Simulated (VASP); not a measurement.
CdSe (zinc blende) relaxed at rising pressure, in one space group throughout; other phases were not tried. The pressures are those reached. Computed with PBE GGA, VASP's PBE PAW potentials (set 64) (plane waves; VASP).

| P (GPa) | V (Å³/atom) | k-mesh |
|---|---|---|
| -0.08 | 29.944 | 7×7×7 |
| 5.01 | 27.318 | 8×8×8 |
| 9.98 | 25.611 | 8×8×8 |
| 19.96 | 23.316 | 8×8×8 |
| 29.92 | 21.764 | 8×8×8 |

A change of mesh leaves a small step in the series.

**Question.** Fit an equation of state and predict the volume at 45.02 GPa.

**Answer.** Least squares on the third-order Birch-Murnaghan form, P = (3B0/2)(y⁷ − y⁵)[1 + (3/4)(B′ − 4)(y² − 1)] with y = (V0/V)^(1/3), gives V0 = 29.890 Å³/atom, B0 = 45 GPa and B′ = 4.6, and so 20.106 Å³/atom. The run gave 20.105 Å³/atom, -0.0 % from the fit.

Pressures at which the relaxation failed are left out.

The compound is CdSe in the zinc blende structure, whereas wurtzite is the usual form.
